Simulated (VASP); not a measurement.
Set up this calculation in VASP 6.6.1, as the native input.

```
Task                   : single point
Functional             : PBEsol
Potentials or basis    : VASP PAW PBE potentials, release 64 (Ni, In_d, P)
Cutoff                 : 350 eV
k mesh                 : 2 × 2 × 2
Occupations            : gaussian, width 0.03 eV
Spin                   : collinear spin, ferromagnetic start
Starting moments       : [1.0, 0.0, 0.0, 0.0, 0.0, 0.0, 0.0, 0.0, 0.0, 0.0, 0.0, 0.0, 0.0, 0.0, 0.0, 0.0, 0.0, 0.0, 0.0, 0.0, 0.0, 0.0, 0.0, 0.0] μB
Hubbard terms          : Ni d U = 5 eV
Dq                     : 0
Further INCAR settings : LREAL = Auto; ALGO = Normal; EDIFF = 1e-05; NBANDS = 128
```

The structure of In11NiP12 (a cell with a defect) lies in POSCAR:

```
In11NiP12
1.0
    0.0000000000      8.8030500000      8.8030500000
    5.8687000000      0.0000000000      5.8687000000
    5.8687000000      5.8687000000      0.0000000000
Ni In P
1 11 12
Direct
    0.0000000000      0.0000000000      0.0000000000
    0.0000000000      0.0000000000      0.5000000000
    0.0000000000      0.5000000000      0.0000000000
    0.0000000000      0.5000000000      0.5000000000
    0.3333330000      0.0000000000      0.0000000000
    0.3333330000      0.0000000000      0.5000000000
    0.3333330000      0.5000000000      0.0000000000
    0.3333330000      0.5000000000      0.5000000000
    0.6666670000      0.0000000000      0.0000000000
    0.6666670000      0.0000000000      0.5000000000
    0.6666670000      0.5000000000      0.0000000000
    0.6666670000      0.5000000000      0.5000000000
    0.0833333333      0.1250000000      0.1250000000
    0.0833333333      0.1250000000      0.6250000000
    0.0833333333      0.6250000000      0.1250000000
    0.0833333333      0.6250000000      0.6250000000
    0.4166663333      0.1250000000      0.1250000000
    0.4166663333      0.1250000000      0.6250000000
    0.4166663333      0.6250000000      0.1250000000
    0.4166663333      0.6250000000      0.6250000000
    0.7500003333      0.1250000000      0.1250000000
    0.7500003333      0.1250000000      0.6250000000
    0.7500003333      0.6250000000      0.1250000000
    0.7500003333      0.6250000000      0.6250000000
```

The input as run:

INCAR

```
  ALGO = Normal
  EDIFF = 1E-5
  ENCUT = 350
  GGA = PS
  ISIF = 2
  ISMEAR = 0
  ISPIN = 2
  KPAR = 2
  LASPH = True
  LCHARG = False
  LDAU = True
  LDAUJ = 0 0 0
  LDAUL = 2 -1 -1
  LDAUPRINT = 1
  LDAUTYPE = 2
  LDAUU = 5 0 0
  LMAXMIX = 4
  LORBIT = 11
  LREAL = Auto
  LWAVE = False
  MAGMOM = 1 0 0 0 0 0 0 0 0 0 0 0 0 0 0 0 0 0 0 0 0 0 0 0
  NBANDS = 128
  NELM = 120
  PREC = Accurate
  SIGMA = 0.03
```

KPOINTS

```
k-points
0
Gamma
  2 2 2
```

Potentials or basis: VASP PAW PBE potentials, release 64 (Ni, In_d, P).

Run with:

```bash
$ cat potpaw_PBE.64/Ni/POTCAR potpaw_PBE.64/In_d/POTCAR potpaw_PBE.64/P/POTCAR > POTCAR
$ mpirun -np 4 vasp_std > vasp.out
```

It gave:

```
Pressure                                              : -1.3 GPa
Largest force                                         : 1.189 eV/Å
Band gap on the k mesh                                : none (metal or under the smearing width)
Net moment                                            : 1.75 μB per cell
Site moments                                          : Ni +1.22; In +0.00; P +0.07, -0.01, +0.01, +0.00, -0.00 μB
Valence electrons inside the program's atomic spheres : Ni 8.96; In 11.49, 11.50; P 2.46, 2.50, 2.48
```

Caveat: the k mesh is coarse (spacing up to 0.46 Å⁻¹), so the values aren't converged; the PAW data sets were made with another functional, which shifts forces and pressure a little; the U is typed as a test and isn't derived for this compound.

Wall time 8.6 min on 4 MPI ranks on Intel(R) Xeon(R) Platinum 8488C (Sapphire Rapids), with other jobs on the host, peak memory 0.55 GiB a rank.
